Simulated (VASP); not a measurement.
These are RPBE GGA, VASP's PBE PAW potentials (set 64) (plane waves; VASP) values and carry that method's errors.

Input for VASP

### KPOINTS
```
K-points
0
G
12 12 12
```

### INCAR
```
SYSTEM = Na
PREC = Accurate; ENCUT = 520; LREAL = .FALSE.
LASPH = .TRUE.
EDIFF = 1E-7; NELM = 100; ALGO = Normal
ISMEAR = 1; SIGMA = 0.1
GGA = RP
ISIF = 2
LWAVE = .FALSE.; LCHARG = .FALSE.
```

POSCAR:
```
Na
1
   -2.1592546899     2.1592546899     2.1592546899
    2.1592546899    -2.1592546899     2.1592546899
    2.1592546899     2.1592546899    -2.1592546899
Na
1
Direct
  0.0000000000   1.0000000000   1.0000000000
```

POTCAR, in this order: Na_pv (PBE.64 set). Program: vasp_std.

What VASP printed:

OSZICAR:
```
       N       E                     dE             d eps       ncg     rms          rms(c)
DAV:   1     0.201767305195E+02    0.20177E+02   -0.38679E+03  1008   0.820E+02
DAV:   2    -0.759870862054E+00   -0.20937E+02   -0.20928E+02  1036   0.138E+02
DAV:   3    -0.118794080246E+01   -0.42807E+00   -0.42807E+00  1323   0.286E+01
DAV:   4    -0.119195166506E+01   -0.40109E-02   -0.40109E-02  1281   0.245E+00
DAV:   5    -0.119199305526E+01   -0.41390E-04   -0.41390E-04  1267   0.204E-01    0.240E-01
DAV:   6    -0.119238815609E+01   -0.39510E-03   -0.22858E-04  1176   0.274E-01    0.158E-01
DAV:   7    -0.119235913904E+01    0.29017E-04   -0.72301E-04  1043   0.456E-01    0.146E-02
DAV:   8    -0.119235375640E+01    0.53826E-05   -0.41558E-05  1386   0.141E-01    0.229E-03
DAV:   9    -0.119235370853E+01    0.47866E-07   -0.60506E-07  1120   0.168E-02
   1 F= -.11923537E+01 E0= -.11920799E+01  d E =-.821554E-03
```

### OUTCAR
```
------------------------ aborting loop because EDIFF is reached ----------------------------------------
  FORCE on cell =-STRESS in cart. coord.  units (eV):
  Direction    XX          YY          ZZ          XY          YZ          ZX
  --------------------------------------------------------------------------------------
  Total       -0.0323239     -0.0323239     -0.0323239     -0.0000000     -0.0000000     -0.0000000
  in kB       -1.2860660     -1.2860660     -1.2860660     -0.0000000     -0.0000000     -0.0000000
  external PRESSURE =      -1.2860660 kB  Pullay stress =       0.0000000 kB
  volume of cell :       40.27
      direct lattice vectors                 reciprocal lattice vectors
    -2.159254690  2.159254690  2.159254690     0.000000000  0.231561382  0.231561382
     2.159254690 -2.159254690  2.159254690     0.231561382  0.000000000  0.231561382
     2.159254690  2.159254690 -2.159254690     0.231561382  0.231561382  0.000000000
 POSITION                                       TOTAL-FORCE (eV/Angst)
 -----------------------------------------------------------------------------------
      0.00000      0.00000      0.00000         0.000000     -0.000000     -0.000000
 -----------------------------------------------------------------------------------
    total drift:                                0.000000     -0.000000      0.000000
  FREE ENERGIE OF THE ION-ELECTRON SYSTEM (eV)
  ---------------------------------------------------
  free  energy   TOTEN  =        -1.1923537085 eV

  energy  without entropy=       -1.1915321546  energy(sigma->0) =       -1.19207986
```
(Selected blocks of OUTCAR.)

The compound is Na in the bcc structure. This cell is one point of a volume scan, at 1.03 of the reference volume.
